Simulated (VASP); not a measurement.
Output of a VASP run:

**OSZICAR**
```
       N       E                     dE             d eps       ncg     rms          rms(c)
DAV:   1     0.488995506141E+03    0.48900E+03   -0.23197E+04    86   0.140E+03
DAV:   2     0.456555220779E+01   -0.48443E+03   -0.46767E+03    94   0.369E+02
DAV:   3    -0.504985978103E+02   -0.55064E+02   -0.54781E+02   105   0.134E+02
DAV:   4    -0.515718635327E+02   -0.10733E+01   -0.10713E+01    92   0.199E+01
DAV:   5    -0.515794680698E+02   -0.76045E-02   -0.76001E-02   100   0.159E+00    0.195E+01
DAV:   6    -0.485709552927E+02    0.30085E+01   -0.61743E+00   148   0.429E+01    0.126E+01
DAV:   7    -0.482829464556E+02    0.28801E+00   -0.27824E+00    92   0.841E+00    0.469E+00
DAV:   8    -0.481918494584E+02    0.91097E-01   -0.47409E-01   124   0.549E+00    0.680E-01
DAV:   9    -0.481776875696E+02    0.14162E-01   -0.80029E-02   156   0.475E+00    0.114E-01
DAV:  10    -0.481792080809E+02   -0.15205E-02   -0.14404E-02    92   0.632E-01    0.121E-01
DAV:  11    -0.481789794151E+02    0.22867E-03   -0.86377E-04   124   0.358E-01    0.322E-02
DAV:  12    -0.481789601508E+02    0.19264E-04   -0.14302E-04   108   0.133E-01    0.898E-03
DAV:  13    -0.481789523309E+02    0.78199E-05   -0.15606E-05    92   0.584E-02    0.612E-03
DAV:  14    -0.481789530077E+02   -0.67686E-06   -0.17350E-06    60   0.145E-02
   1 F= -.48178953E+02 E0= -.48178953E+02  d E =-.467333E-12
```

**OUTCAR**
```
------------------------ aborting loop because EDIFF is reached ----------------------------------------
  FORCE on cell =-STRESS in cart. coord.  units (eV):
  Direction    XX          YY          ZZ          XY          YZ          ZX
  --------------------------------------------------------------------------------------
  Total      -49.7583087    -49.7583240    -50.8662208      0.0000092      0.0000000      0.0000000
  in kB     -915.4506454   -915.4509258   -935.8339521      0.0001688      0.0000000      0.0000000
  external PRESSURE =    -922.2451744 kB  Pullay stress =       0.0000000 kB
  volume of cell :       87.08
      direct lattice vectors                 reciprocal lattice vectors
     3.131761000  0.000000000  0.000000000     0.319309168  0.184353265  0.000000000
    -1.565881000  2.712185000  0.000000000     0.000000000  0.368706412  0.000000000
     0.000000000  0.000000000 10.252584000     0.000000000  0.000000000  0.097536387
  FREE ENERGIE OF THE ION-ELECTRON SYSTEM (eV)
  ---------------------------------------------------
  free  energy   TOTEN  =       -48.1789530077 eV

  energy  without entropy=      -48.1789530077  energy(sigma->0) =      -48.17895301
```
(Selected blocks of OUTCAR.)

POSCAR:
```
ZnO
1
    3.1317610000     0.0000000000     0.0000000000
   -1.5658810000     2.7121850000     0.0000000000
    0.0000000000     0.0000000000    10.2525840000
Zn O
4 4
Direct
  0.0000000000   0.0000000000   0.0000000000
  0.0000000000   0.0000000000   0.5000000000
  0.6666670000   0.3333330000   0.7501800000
  0.3333330000   0.6666670000   0.2501800000
  0.0000000000   0.0000000000   0.8121600000
  0.0000000000   0.0000000000   0.3121600000
  0.6666670000   0.3333330000   0.5632900000
  0.3333330000   0.6666670000   0.0632900000
```

Task: Reconstruct the remaining input files.

Result: This is not unique; one that fits is the input of the run itself, LDA (Ceperley-Alder, Perdew-Zunger), plane waves, VASP's LDA PAW potentials (set 64).

### INCAR
```
SYSTEM = ZnO
PREC = Accurate
ENCUT = 240
EDIFF = 1E-6
NELM = 100
ALGO = Normal
LREAL = .FALSE.
LASPH = .TRUE.
ISMEAR = 0
SIGMA = 0.136
LMAXMIX = 4
LWAVE = .FALSE.
LCHARG = .FALSE.
ISIF = 2
```

**KPOINTS**
```
Automatic
0
G
 1 1 1
0.5 0.5 0.5
```

POTCAR, in this order: Zn O (LDA.64 set). Program: vasp_std.

At this cut-off the stress carries a Pulay error, which pulls relaxed volumes low.

The structure was generated: ZnO was put into an ordered model structure, which need not be its known phase. The cell was not relaxed at this level. The k-mesh is coarse (spacing up to 2.32 per Å, 2π included), so the numbers may not be converged in it. The run is one of a series of settings (ENCUT = 240, GGA removed, SIGMA = 0.136, KPOINTS 1×1×1 Γ-centred mesh shifted by (0.5, 0.5, 0.5), POTCAR Zn O (LDA.64 set) against the base run), some of them coarse on purpose.
